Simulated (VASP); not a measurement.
```yaml
crystal:
  lattice:
    - [0.00000, 2.78799, 2.78799]
    - [2.78799, 0.00000, 2.78799]
    - [2.78799, 2.78799, 0.00000]
  atoms:
    - { symbol: Si, position: [0.00000, 0.00000, 0.00000] }
    - { symbol: Si, position: [0.25000, 0.25000, 0.25000] }
```

Calculation: PW91 GGA, VASP's PBE PAW potentials (set 64) (plane waves; VASP). Settings: 520 eV cut-off, 8×8×8 Γ-centred mesh, Gaussian smearing of 0.050 eV, potentials Si.

Task: Predict the energy per atom (σ→0), pressure.

Result: 
```yaml
energy per atom (σ→0): -5.396 eV/atom
pressure: -4.57 GPa
```

Only differences to runs with the same potentials and settings are physical.

The compound is Si in the diamond structure. This cell is one point of a volume scan, at 1.06 of the reference volume.
